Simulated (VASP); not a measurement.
An input for Ansatz (written as the equivalent of a VASP run, and not itself run):

Ansatz 0.2 input:
```yaml
crystal:
  lattice:
    - [0.0000000, 1.9269650, 1.9269650]
    - [1.9269650, 0.0000000, 1.9269650]
    - [1.9269650, 1.9269650, 0.0000000]
  atoms:
    - { symbol: Ir, position: [0.0000000, 0.0000000, 0.0000000] }
kpoints:
  mp_grid: { grid: [15, 15, 15] }
hamiltonian:
  xc: r2scan
  pseudopotentials: { kind: paw }
scf:
  occupations: { method: methfessel_paxton, width: 0.1 }
  max_iter: 100
relax:
  max_steps: 60
  f_tol: 0.01
  cell: {}
output: { forces: true, stress: true, eigenvalues: true }
```

Problem. Translate this input to VASP (INCAR, KPOINTS, POSCAR, choice of POTCAR).

Solution. Several could match; the one computed here: 
File KPOINTS:
```
Automatic
0
Gamma
15 15 15
```

INCAR:
```
! general
SYSTEM  = Ir
PREC    = Accurate
ENCUT   = 400   ! plane-wave cut-off (eV)
LREAL   = .FALSE.   ! projection in real space or not
LASPH   = .TRUE.

! electronic loop
EDIFF   = 1E-6
NELM    = 100
ALGO    = Normal
LMAXMIX = 6   ! l cut-off of mixed one-centre charges
LMIXTAU = .TRUE.

! smearing
ISMEAR  = 1   ! Methfessel-Paxton
SIGMA   = 0.1   ! width (eV)

! functional
METAGGA = R2SCAN

! ions
IBRION  = 2   ! conjugate gradients
NSW     = 60
ISIF    = 3
EDIFFG  = -0.01   ! ionic stop

! output
LWAVE   = .FALSE.
LCHARG  = .FALSE.
```

### POSCAR
```
Ir
1.0
  0.0000000000   1.9269650000   1.9269650000
  1.9269650000   0.0000000000   1.9269650000
  1.9269650000   1.9269650000   0.0000000000
Ir
1
Cartesian
  0.0000000000   0.0000000000   0.0000000000
```

POTCAR, in this order: Ir (PBE.64 set). Program: vasp_std.

Limits of the translation: each code has its own PAW files, so the cut-off isn't converted (ENCUT is set for VASP's; basis.ecutwfc is left out, and Ansatz then takes the one that its files recommend); Ansatz stops its SCF on the density residual and VASP on the energy change (EDIFF).

The structure comes from a computed database's Ir entry (Fm-3m); how it stands against other phases isn't given here. This run relaxes it. Symmetry was kept, so distortions that lower it aren't found.
